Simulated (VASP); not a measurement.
Input for VASP

KPOINTS:
```
K-points
0
Gamma
 8 8 2
```

**INCAR**
```
SYSTEM = CdSe
PREC = Accurate
ENCUT = 300
EDIFF = 1E-6
NELM = 100
ALGO = Normal
LREAL = .FALSE.
LASPH = .TRUE.
ISMEAR = -1
SIGMA = 0.136
GGA = RE
LMAXMIX = 4
LWAVE = .FALSE.
LCHARG = .FALSE.
ISIF = 2
```

POSCAR:
```
CdSe
1
    4.4281570000     0.0000000000     0.0000000000
   -2.2140780000     3.8348960000     0.0000000000
    0.0000000000     0.0000000000    14.4966500000
Cd Se
4 4
Direct
  0.0000000000   0.0000000000   0.0000000000
  0.0000000000   0.0000000000   0.5000000000
  0.6666670000   0.3333330000   0.7501800000
  0.3333330000   0.6666670000   0.2501800000
  0.0000000000   0.0000000000   0.8121600000
  0.0000000000   0.0000000000   0.3121600000
  0.6666670000   0.3333330000   0.5632900000
  0.3333330000   0.6666670000   0.0632900000
```

POTCAR, in this order: Cd Se (PBE.64 set). Program: vasp_std.

Problem. Write an equivalent input for Quantum ESPRESSO's pw.x.

Solution. One equivalent input (not run):
```
&CONTROL
  calculation = 'scf'
  pseudo_dir = './pseudo'
  outdir = './out'
  tprnfor = .true.
  tstress = .true.
/
&SYSTEM
  ibrav = 0
  nat = 8
  ntyp = 2
  ecutwfc = 102
  occupations = 'smearing'
  smearing = 'fermi-dirac'
  degauss = 0.009996
  input_dft = 'revpbe'
/
&ELECTRONS
  conv_thr = 7.3e-08
  electron_maxstep = 100
/
ATOMIC_SPECIES
  Cd 112.414 Cd.upf
  Se 78.971 Se.upf
CELL_PARAMETERS angstrom
     4.4281570    0.0000000    0.0000000
    -2.2140780    3.8348960    0.0000000
     0.0000000    0.0000000   14.4966500
ATOMIC_POSITIONS crystal
  Cd   0.0000000  0.0000000  0.0000000
  Cd   0.0000000  0.0000000  0.5000000
  Cd   0.6666670  0.3333330  0.7501800
  Cd   0.3333330  0.6666670  0.2501800
  Se   0.0000000  0.0000000  0.8121600
  Se   0.0000000  0.0000000  0.3121600
  Se   0.6666670  0.3333330  0.5632900
  Se   0.3333330  0.6666670  0.0632900
K_POINTS automatic
  8 8 2 0 0 0
```
Limits of the translation: the potentials are each code's own (VASP's PAW set, PseudoDojo norm-conserving files in pw.x), so ENCUT and ecutwfc are chosen apart and not converted; conv_thr bounds pw.x's estimated SCF error, while EDIFF bounds the energy change between steps.

The structure was generated: CdSe was put into an ordered model structure, which need not be its known phase. The cell was not relaxed at this level. The run is one of a series of settings (GGA = RE, POTCAR Cd Se (PBE.64 set) against the base run), some of them coarse on purpose.
